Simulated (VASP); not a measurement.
Computed with PBEsol GGA, VASP's PBE PAW potentials (set 64) (plane waves; VASP).

VASP input:

File KPOINTS:
```
Automatic mesh
0
Gamma
  5 5 5
0 0 0
```

**INCAR**
```
# general
SYSTEM = SiO2
PREC   = Accurate
ENCUT  = 520
LREAL  = .FALSE.
LASPH  = .TRUE.

# electronic loop
EDIFF  = 1E-6
NELM   = 100
ALGO   = Normal

# smearing
ISMEAR = 0
SIGMA  = 0.05

# functional
GGA    = PS

# ions
IBRION = 2
NSW    = 60
ISIF   = 3
EDIFFG = -0.02

# output
LWAVE  = .FALSE.
LCHARG = .FALSE.
```

**POSCAR**
```
SiO2
1.0
 -2.6362000579   4.7995411705   4.4636968683
  2.6362000579  -4.7995411705   4.4636968683
  2.6362000579   4.7995411705  -4.4636968683
Si O
4 8
Direct
  0.9296502184   0.8448818666   0.0847683518
  0.0703497816   0.1551181334   0.9152316482
  0.2601135147   0.8448818666   0.4152316482
  0.7398864853   0.1551181334   0.5847683518
  0.1310368973   0.8810368973   0.2500000000
  0.8689631027   0.1189631027   0.7500000000
  0.7927698759   0.5000000000   0.7927698759
  0.2072301241   0.5000000000   0.2072301241
  0.2072301241   0.0000000000   0.7072301241
  0.7927698759   0.0000000000   0.2927698759
  0.0000000000   0.0000000000   0.0000000000
  0.5000000000   0.0000000000   0.5000000000
```

POTCAR, in this order: Si O (PBE.64 set). Program: vasp_std.

The run wrote:

**OSZICAR**
```
       N       E                     dE             d eps       ncg     rms          rms(c)
DAV:   1     0.493457618859E+03    0.49346E+03   -0.30912E+04  2106   0.144E+03
DAV:   2    -0.597979472548E+02   -0.55326E+03   -0.53856E+03  2759   0.335E+02
DAV:   3    -0.110064805455E+03   -0.50267E+02   -0.50077E+02  2463   0.113E+02
DAV:   4    -0.110996170991E+03   -0.93137E+00   -0.92917E+00  2524   0.166E+01
DAV:   5    -0.111019673948E+03   -0.23503E-01   -0.23493E-01  2456   0.249E+00    0.289E+01
DAV:   6    -0.988216830329E+02    0.12198E+02   -0.53689E+01  2386   0.348E+01    0.138E+01
DAV:   7    -0.986783935552E+02    0.14329E+00   -0.14168E+00  2684   0.528E+00    0.518E+00
DAV:   8    -0.986080190696E+02    0.70374E-01   -0.75306E-02  2463   0.186E+00    0.179E+00
DAV:   9    -0.986089145579E+02   -0.89549E-03   -0.35294E-02  2449   0.118E+00    0.434E-01
DAV:  10    -0.986204459245E+02   -0.11531E-01   -0.11240E-02  2330   0.504E-01    0.172E-01
DAV:  11    -0.986208015152E+02   -0.35559E-03   -0.44678E-03  2449   0.369E-01    0.724E-02
DAV:  12    -0.986209368843E+02   -0.13537E-03   -0.36782E-04  2372   0.110E-01    0.493E-02
DAV:  13    -0.986209427281E+02   -0.58439E-05   -0.38568E-05  2428   0.416E-02    0.238E-02
DAV:  14    -0.986209337824E+02    0.89458E-05   -0.39200E-05  2422   0.343E-02    0.797E-03
DAV:  15    -0.986209333346E+02    0.44776E-06   -0.30705E-06  2182   0.138E-02
   1 F= -.98620933E+02 E0= -.98620933E+02  d E =-.986209E+02
       N       E                     dE             d eps       ncg     rms          rms(c)
DAV:   1    -0.986211790607E+02   -0.24528E-03   -0.10668E-01  2302   0.201E+00    0.201E-01
DAV:   2    -0.986210165395E+02    0.16252E-03   -0.37185E-03  2477   0.354E-01    0.968E-02
DAV:   3    -0.986208608803E+02    0.15566E-03   -0.64500E-04  2463   0.188E-01    0.417E-02
DAV:   4    -0.986208395054E+02    0.21375E-04   -0.11116E-04  2477   0.635E-02    0.227E-02
DAV:   5    -0.986208320366E+02    0.74688E-05   -0.33184E-05  2542   0.340E-02    0.456E-03
DAV:   6    -0.986208322250E+02   -0.18838E-06   -0.36067E-06  2209   0.107E-02
   2 F= -.98620832E+02 E0= -.98620832E+02  d E =0.101110E-03
       N       E                     dE             d eps       ncg     rms          rms(c)
DAV:   1    -0.986212065136E+02   -0.37448E-03   -0.33906E-02  2274   0.113E+00    0.113E-01
DAV:   2    -0.986211541123E+02    0.52401E-04   -0.11692E-03  2477   0.199E-01    0.550E-02
DAV:   3    -0.986211038198E+02    0.50292E-04   -0.20979E-04  2463   0.108E-01    0.238E-02
DAV:   4    -0.986210971902E+02    0.66296E-05   -0.37102E-05  2477   0.366E-02    0.130E-02
DAV:   5    -0.986210942843E+02    0.29059E-05   -0.10853E-05  2508   0.195E-02    0.253E-03
DAV:   6    -0.986210942306E+02    0.53781E-07   -0.11332E-06  1522   0.619E-03
   3 F= -.98621094E+02 E0= -.98621094E+02  d E =-.160896E-03
       N       E                     dE             d eps       ncg     rms          rms(c)
DAV:   1    -0.986213015905E+02   -0.20731E-03   -0.96217E-02  2162   0.185E+00    0.945E-02
DAV:   2    -0.986213128156E+02   -0.11225E-04   -0.19283E-03  2484   0.255E-01    0.380E-02
DAV:   3    -0.986212753262E+02    0.37489E-04   -0.11357E-04  2484   0.762E-02    0.190E-02
DAV:   4    -0.986212661777E+02    0.91484E-05   -0.27987E-05  2477   0.325E-02    0.687E-03
DAV:   5    -0.986212646180E+02    0.15597E-05   -0.59838E-06  2268   0.174E-02    0.303E-03
DAV:   6    -0.986212646354E+02   -0.17376E-07   -0.14685E-06  1564   0.826E-03
   4 F= -.98621265E+02 E0= -.98621265E+02  d E =-.170405E-03
```

### OUTCAR
```
------------------------ aborting loop because EDIFF is reached ----------------------------------------
  FORCE on cell =-STRESS in cart. coord.  units (eV):
  Direction    XX          YY          ZZ          XY          YZ          ZX
  --------------------------------------------------------------------------------------
  Total        0.0034116     -0.0478253      0.0329824      0.0000000      0.0000000      0.0000000
  in kB        0.0242138     -0.3394358      0.2340899      0.0000000      0.0000000      0.0000000
  external PRESSURE =      -0.0270441 kB  Pullay stress =       0.0000000 kB
  volume of cell :      225.74
      direct lattice vectors                 reciprocal lattice vectors
    -2.635518003  4.800588361  4.460569263     0.000000000  0.104153900  0.112093316
     2.635518003 -4.800588361  4.460569263     0.189716025  0.000000000  0.112093316
     2.635518003  4.800588361 -4.460569263     0.189716025  0.104153900  0.000000000
 POSITION                                       TOTAL-FORCE (eV/Angst)
 -----------------------------------------------------------------------------------
     -0.00000      0.81363      7.53704         0.000000     -0.001847     -0.001656
      2.63552      3.98696     -3.07647         0.000000      0.001847      0.001656
      2.63552     -0.81363      3.07647         0.000000      0.001847     -0.001656
     -0.00000      5.61421      1.38410        -0.000000     -0.001847      0.001656
      2.63552     -2.40029      3.40182         0.000000      0.000000      0.008249
     -0.00000      7.20088      1.05875        -0.000000     -0.000000     -0.008249
      1.31776      5.20916      2.23028         0.000000     -0.005639     -0.000000
      1.31776     -0.40857      2.23028        -0.000000      0.005639     -0.000000
      1.31776      4.39201     -2.23028        -0.000000      0.005639     -0.000000
     -1.31776      5.20916      2.23028         0.000000     -0.005639     -0.000000
     -0.00000      0.00000      0.00000         0.000000      0.000000     -0.000000
      0.00000      4.80059      0.00000         0.000000      0.000000     -0.000000
 -----------------------------------------------------------------------------------
    total drift:                               -0.000001     -0.000000     -0.000000
  FREE ENERGIE OF THE ION-ELECTRON SYSTEM (eV)
  ---------------------------------------------------
  free  energy   TOTEN  =       -98.6212646354 eV

  energy  without entropy=      -98.6212646354  energy(sigma->0) =      -98.62126464

 reached required accuracy - stopping structural energy minimisation
```
(Selected blocks of OUTCAR.)

### CONTCAR
```
SiO2
   1.00000000000000
    -2.6355180032509820    4.8005883608631592    4.4605692630332667
     2.6355180032509820   -4.8005883608631592    4.4605692630332667
     2.6355180032509820    4.8005883608631592   -4.4605692630332667
  Si              O
     4     8
Direct
     0.9295940839532306    0.8448517871359663    0.0847422968172643
     0.0704059160467694    0.1551482128640337    0.9152577031827358
     0.2601094902187073    0.8448517871359663    0.4152577031827357
     0.7398905097812926    0.1551482128640337    0.5847422968172642
     0.1313214442946675    0.8813214442946675    0.2500000000000000
     0.8686785557053325    0.1186785557053324    0.7500000000000000
     0.7925545807225870    0.5000000000000000    0.7925545807225870
     0.2074454192774129    0.5000000000000000    0.2074454192774129
     0.2074454192774129    0.0000000000000000    0.7074454192774130
     0.7925545807225870    0.0000000000000000    0.2925545807225871
     0.0000000000000000    0.0000000000000000    0.0000000000000000
     0.5000000000000000    0.0000000000000000    0.5000000000000000
```

OUTCAR:
```
 val. band max:       -1.6255725569   @ k =   0.0000   0.0000   0.0000

 cond. band min:       3.8650295361   @ k =   0.0000   0.0000   0.0000


 Fermi energy:        -1.3754798474

 k-point     1 :       0.0000    0.0000    0.0000
  band No.  band energies     occupation
      1     -21.0186      2.00000
      2     -20.1115      2.00000
      3     -19.6272      2.00000
      4     -19.5839      2.00000
      5     -19.0285      2.00000
      6     -18.9786      2.00000
      7     -18.9673      2.00000
      8     -18.9582      2.00000
      9     -10.5720      2.00000
     10     -10.1312      2.00000
     11      -9.5589      2.00000
     12      -7.4161      2.00000
     13      -7.2876      2.00000
     14      -7.2684      2.00000
     15      -7.2407      2.00000
     16      -6.7295      2.00000
     17      -5.0819      2.00000
     18      -4.8115      2.00000
     19      -4.2314      2.00000
     20      -4.1903      2.00000
     21      -3.7311      2.00000
     22      -3.7247      2.00000
     23      -3.6900      2.00000
     24      -3.6758      2.00000
     25      -3.0946      2.00000
     26      -3.0585      2.00000
     27      -3.0409      2.00000
     28      -2.8687      2.00000
     29      -2.6877      2.00000
     30      -2.3404      2.00000
     31      -2.0725      2.00000
     32      -1.6256      2.00000
     33       3.8650      0.00000
     34       6.8907      0.00000
     35       6.9270      0.00000
     36       7.0731      0.00000
     37       7.5171      0.00000
     38       7.5191      0.00000
     39       7.7458      0.00000

 k-point     2 :       0.2000    0.0000   -0.0000
  band No.  band energies     occupation
      1     -20.9770      2.00000
      2     -20.2244      2.00000
      3     -19.7162      2.00000
      4     -19.4203      2.00000
      5     -19.0194      2.00000
      6     -18.9809      2.00000
      7     -18.9650      2.00000
      8     -18.9609      2.00000
      9     -10.7339      2.00000
...
```

The structure comes from a computed database's SiO2 entry (Imma); how it stands against other phases isn't given here. This run relaxes it. Symmetry was kept, so distortions that lower it aren't found. The start is the result of an earlier pass.
